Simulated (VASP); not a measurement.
All values below come from PBEsol GGA, VASP's PBE PAW potentials (set 64) (plane waves; VASP 6.6.1).

The input files of a VASP run:

INCAR:
```
! general
SYSTEM   =  PtS2
PREC     =  Accurate
ENCUT    =  520   ! plane-wave cut-off (eV)
LREAL    =  F   ! projection in real space or not
LASPH    =  T   ! aspherical one-centre terms

! electronic loop
EDIFF    =  1E-7   ! SCF stop (eV)
NELM     =  100   ! most electronic steps
ALGO     =  Normal   ! blocked Davidson
LMAXMIX  =  6   ! l cut-off of mixed one-centre charges

! smearing
ISMEAR   =  -5

! functional
GGA      =  PS   ! PBEsol

! ions
ISIF     =  2

! output
LWAVE    =  F
LCHARG   =  T
LORBIT   =  11
NEDOS    =  601   ! DOS grid

! other
LEFG     =  T
```

File POSCAR:
```
PtS2
1
    1.7832011000    -3.0885949774    -0.0000000000
    1.7832011000     3.0885949774     0.0000000000
    0.0000000000     0.0000000000     4.8197454310
Pt S
1 2
Direct
  0.0000000000   0.0000000000   1.0000000000
  0.3333330000   0.6666670000   0.2484506173
  0.6666670000   0.3333330000   0.7515493827
```

### KPOINTS
```
kpoints
0
gamma
8 8 5
```

POTCAR, in this order: Pt S (PBE.64 set). Program: vasp_std.

Output

File OUTCAR:
```
 ion  position               nearest neighbor table
   1  0.000  0.000  0.000-   2 2.38   3 2.38   3 2.38   2 2.38   3 2.38   2 2.38
   2  0.333  0.667  0.248-   1 2.38   1 2.38   1 2.38
   3  0.667  0.333  0.752-   1 2.38   1 2.38   1 2.38
  LATTYP: Found a hexagonal cell.
 ALAT       =     3.5664022624
 C/A-ratio  =     1.3514306790
 Subroutine PRICEL returns:
 Original cell was already a primitive cell.
 Subroutine GETGRP returns: Found 12 space group operations
The static configuration has the point symmetry D_3d.
The dynamic configuration has the point symmetry D_3d.
 Subroutine INISYM returns: Found 12 space group operations
 Subroutine IBZKPT returns following result:
 Found     40 irreducible k-points:

 Following reciprocal coordinates:
            Coordinates               Weight
  0.000000  0.000000  0.000000      1.000000
  0.125000  0.000000  0.000000      6.000000
  0.250000  0.000000  0.000000      6.000000
  0.375000  0.000000  0.000000      6.000000
  0.500000  0.000000  0.000000      3.000000
  0.125000  0.125000  0.000000      6.000000
  0.250000  0.125000  0.000000     12.000000
  0.375000  0.125000  0.000000     12.000000
  0.250000  0.250000  0.000000      6.000000
  0.375000  0.250000  0.000000      6.000000
  0.000000  0.000000  0.200000      2.000000
  0.125000  0.000000  0.200000      6.000000
  0.000000  0.125000  0.200000      6.000000
  0.250000  0.000000  0.200000      6.000000
  0.000000  0.250000  0.200000      6.000000
  0.375000  0.000000  0.200000      6.000000
  0.000000  0.375000  0.200000      6.000000
  0.500000  0.000000  0.200000      6.000000
  0.125000  0.125000  0.200000     12.000000
  0.250000  0.125000  0.200000     12.000000
 -0.125000  0.375000  0.200000     12.000000
  0.375000  0.125000  0.200000     12.000000
 -0.125000  0.500000  0.200000     12.000000
  0.250000  0.250000  0.200000     12.000000
  0.375000  0.250000  0.200000     12.000000
  0.000000  0.000000  0.400000      2.000000
  0.125000  0.000000  0.400000      6.000000
  0.000000  0.125000  0.400000      6.000000
  0.250000  0.000000  0.400000      6.000000
  0.000000  0.250000  0.400000      6.000000
  0.375000  0.000000  0.400000      6.000000
  0.000000  0.375000  0.400000      6.000000
  0.500000  0.000000  0.400000      6.000000
  0.125000  0.125000  0.400000     12.000000
  0.250000  0.125000  0.400000     12.000000
 -0.125000  0.375000  0.400000     12.000000
  0.375000  0.125000  0.400000     12.000000
 -0.125000  0.500000  0.400000     12.000000
  0.250000  0.250000  0.400000     12.000000
  0.375000  0.250000  0.400000     12.000000
   k-points           NKPTS =     40   k-points in BZ     NKDIM =     40   number of bands    NBANDS=     15
   number of dos      NEDOS =    601   number of ions     NIONS =      3
   total plane-waves  NPLWV =  28224
   dimension x,y,z NGX =    28 NGY =   28 NGZ =   36
   dimension x,y,z NGXF=    56 NGYF=   56 NGZF=   72
   ions per type =               1   2
   PREC   = accura    normal or accurate (medium, high low for compatibility)
   ISTART =      0    job   : 0-new  1-cont  2-samecut
   ICHARG =      2    charge: 1-file 2-atom 10-const
   ISPIN  =      1    spin polarized calculation?
   LNONCOLLINEAR =      F non collinear calculations
   LSORBIT =      F    spin-orbit coupling
   INIWAV =      1    electr: 0-lowe 1-rand  2-diag
   ENCUT  =  520.0 eV  38.22 Ry    6.18 a.u.   6.63  6.63  8.96*2*pi/ulx,y,z
   NELM   =    100;   NELMIN=  2; NELMDL= -5     # of ELM steps
   EDIFF  = 0.1E-06   stopping-criterion for ELM
   LREAL  =      F    real-space projection
...
```

### OSZICAR
```
       N       E                     dE             d eps       ncg     rms          rms(c)
DAV:   1     0.115832692762E+03    0.11583E+03   -0.10620E+04  1208   0.131E+03
DAV:   2    -0.132039936746E+02   -0.12904E+03   -0.12674E+03  1515   0.250E+02
DAV:   3    -0.182902966866E+02   -0.50863E+01   -0.50653E+01  1522   0.534E+01
DAV:   4    -0.183423591426E+02   -0.52062E-01   -0.52054E-01  1508   0.598E+00
DAV:   5    -0.183432632826E+02   -0.90414E-03   -0.90412E-03  1627   0.756E-01    0.190E+01
DAV:   6    -0.172623094244E+02    0.10810E+01   -0.78509E+00  1221   0.286E+01    0.122E+01
DAV:   7    -0.170309387523E+02    0.23137E+00   -0.13369E+00  1228   0.128E+01    0.568E+00
DAV:   8    -0.170044323465E+02    0.26506E-01   -0.91122E-02  1382   0.223E+00    0.132E+00
DAV:   9    -0.169989889448E+02    0.54434E-02   -0.13399E-02  1410   0.129E+00    0.273E-01
DAV:  10    -0.169990677743E+02   -0.78829E-04   -0.18661E-03  1473   0.318E-01    0.792E-02
DAV:  11    -0.169990837584E+02   -0.15984E-04   -0.46303E-05  1473   0.622E-02    0.440E-02
DAV:  12    -0.169990832734E+02    0.48497E-06   -0.58808E-06  1487   0.253E-02    0.138E-02
DAV:  13    -0.169990835616E+02   -0.28820E-06   -0.16344E-06  1466   0.101E-02    0.392E-03
DAV:  14    -0.169990835970E+02   -0.35326E-07   -0.62013E-08  1013   0.217E-03
   1 F= -.16999084E+02 E0= -.16999084E+02  d E =0.000000E+00
```

**OUTCAR**
```
------------------------ aborting loop because EDIFF is reached ----------------------------------------
  FORCE on cell =-STRESS in cart. coord.  units (eV):
  Direction    XX          YY          ZZ          XY          YZ          ZX
  --------------------------------------------------------------------------------------
  Total       -0.0009156     -0.0009156     -0.0205366      0.0000000      0.0000000      0.0000000
  in kB       -0.0276300     -0.0276300     -0.6197602      0.0000000      0.0000000      0.0000000
  external PRESSURE =      -0.2250067 kB  Pullay stress =       0.0000000 kB
  volume of cell :       53.09
      direct lattice vectors                 reciprocal lattice vectors
     1.783201100 -3.088594977  0.000000000     0.280394623 -0.161885907  0.000000000
     1.783201100  3.088594977  0.000000000     0.280394623  0.161885907  0.000000000
     0.000000000  0.000000000  4.819745431     0.000000000  0.000000000  0.207479838
 POSITION                                       TOTAL-FORCE (eV/Angst)
 -----------------------------------------------------------------------------------
      0.00000      0.00000      0.00000        -0.000000     -0.000000      0.000000
      1.78320      1.02953      1.19747         0.000000      0.000000      0.013685
      1.78320     -1.02953      3.62228        -0.000000     -0.000000     -0.013685
 -----------------------------------------------------------------------------------
    total drift:                                0.000000     -0.000000      0.000000
  FREE ENERGIE OF THE ION-ELECTRON SYSTEM (eV)
  ---------------------------------------------------
  free  energy   TOTEN  =       -16.9990835970 eV

  energy  without entropy=      -16.9990835970  energy(sigma->0) =      -16.99908360

 total charge

# of ion       s       p       d       tot
------------------------------------------
    1        0.699   0.795   7.995   9.489
    2        1.358   2.249   0.000   3.607
    3        1.358   2.249   0.000   3.607
--------------------------------------------------
tot          3.415   5.293   7.995  16.704
```
(Selected blocks of OUTCAR.)

Without a dispersion term in the relaxation, distances and binding between the weakly bound layers, chains or molecules are unreliable, and so is what depends on them.

The compound is PtS2 in the 1T layered structure. It was relaxed first.
